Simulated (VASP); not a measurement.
```xyz
3
Lattice="-1.6050 1.6050 3.9150 1.6050 -1.6050 3.9150 1.6050 1.6050 -3.9150" Properties=species:S:1:pos:R:3 pbc="T T T"
Si     0.0000     0.0000     5.2069
Si     0.0000     0.0000     2.6231
W      0.0000     0.0000     0.0000
```

The numbers are results of PBE GGA, VASP's PBE PAW potentials (set 64) (plane waves; VASP), not measurements. Numerical set-up: 400 eV cut-off, 10×10×10 Γ-centred mesh, first-order Methfessel-Paxton smearing of 0.10 eV, potentials Si W_sv.

Q: The ions, cell shape and volume are relaxed. Give the cell that the relaxation ends in.

A: 
```xyz
3
Lattice="-1.6152 1.6152 3.9316 1.6152 -1.6152 3.9316 1.6152 1.6152 -3.9316" Properties=species:S:1:pos:R:3 pbc="T T T"
Si     0.0000     0.0000     5.2306
Si     0.0000     0.0000     2.6326
W      0.0000     0.0000     0.0000
```
Space group I4/mmm (139), at a tolerance of 0.03 Å.

Q: How do energy and volume change from the first to the last step?

A: The energy (σ→0) changes by -2.9 meV/atom and the volume by +1.7 %, in 6 ionic steps.

| step | E(σ→0) (eV) | max force (eV/Å) | pressure (GPa) | volume (Å³) |
|---|---|---|---|---|
| 1 | -24.8017 | 0.082 | 3.93 | 40.34 |
| 2 | -24.7843 | 0.122 | -6.33 | 42.30 |
| 3 | -24.8103 | 0.004 | -0.05 | 41.04 |
| 4 | -24.8103 | 0.005 | 0.02 | 41.03 |
| 5 | -24.8104 | 0.000 | 0.07 | 41.03 |
| 6 | -24.8104 | 0.002 | 0.06 | 41.03 |

The compound is WSi2 in the MoSi2 type structure. This run relaxes it. Symmetry was kept, so distortions that lower it aren't found.
